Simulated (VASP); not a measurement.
Runs of VASP 6.6.1 on Ge. Symmetry: Fd-3m, No. 227, cubic system. The conventional cell has a = 5.675 Å, b = 5.675 Å, c = 5.675 Å, α = 90.00°, β = 90.00°, γ = 90.00°. Ge (site symmetry -43m) is surrounded by 4 Ge at 2.46 Å. 

```tsv
task	level	potentials or basis	spin	cell	k mesh	cutoff (eV)	gap on the mesh (eV)	pressure (GPa)
relaxation of cell and atoms	PBEsol	VASP PAW PBE potentials, release 64 (Ge_d)	off	relaxed	10 × 10 × 10	600	(a)	0.0
band structure	PBEsol	VASP PAW PBE potentials, release 64 (Ge_d)	SOC, no magnetisation	Fd-3m, 22.83 Å³/atom	6 × 6 × 6	520	-	(b)
band structure	PBEsol	VASP PAW PBE potentials, release 64 (Ge_d)	off	Fd-3m, 22.83 Å³/atom	10 × 10 × 10	520	-	0.3
band structure	TB-mBJ	VASP PAW PBE potentials, release 64 (Ge_d)	off	Fd-3m, 22.83 Å³/atom	10 × 10 × 10	520	0.68	-
band structure	LDA	VASP PAW LDA potentials, release 64 (Ge_d)	off	Fd-3m, 22.83 Å³/atom	10 × 10 × 10	520	-	-1.5
```

Alike in all rows: smearing gaussian 0.03 eV.

Problem. Fill in the values left out.

Solution. (a) none; (b) 0.1.

Caveats: the PAW data sets were made with another functional, which shifts forces and pressure a little (some runs); this crystal is a semiconductor, whose small gap the functional closes, so the metal is an error of the method (some runs).

A k mesh can miss the band edges, and rows without SOC leave out spin-orbit coupling on Ge.
